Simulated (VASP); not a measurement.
Given:

```
CELL_PARAMETERS angstrom
      0.00000     2.16788     2.16788
      2.16788     0.00000     2.16788
      2.16788     2.16788     0.00000
ATOMIC_POSITIONS crystal
  Al 0.00000 0.00000 0.00000
  N  0.25000 0.25000 0.25000
```

Level of theory: PBE GGA with D3 dispersion (zero damping), VASP's PBE PAW potentials (set 64) (plane waves; VASP 6.6.1). Settings: 520 eV cut-off, 10×10×10 Γ-centred mesh, Gaussian smearing of 0.050 eV, potentials Al N.

Task: Give the stress tensor in GPa (positive for a compressed cell).

Result: 
```
6.61  0.00  0.00
0.00  6.61  0.00
0.00  0.00  6.61
```
The pressure is its mean diagonal, 6.61 GPa.

The compound is AlN in the zinc blende structure, a metastable form; wurtzite is the usual one. This cell is one point of a volume scan, at 0.97 of the reference volume.
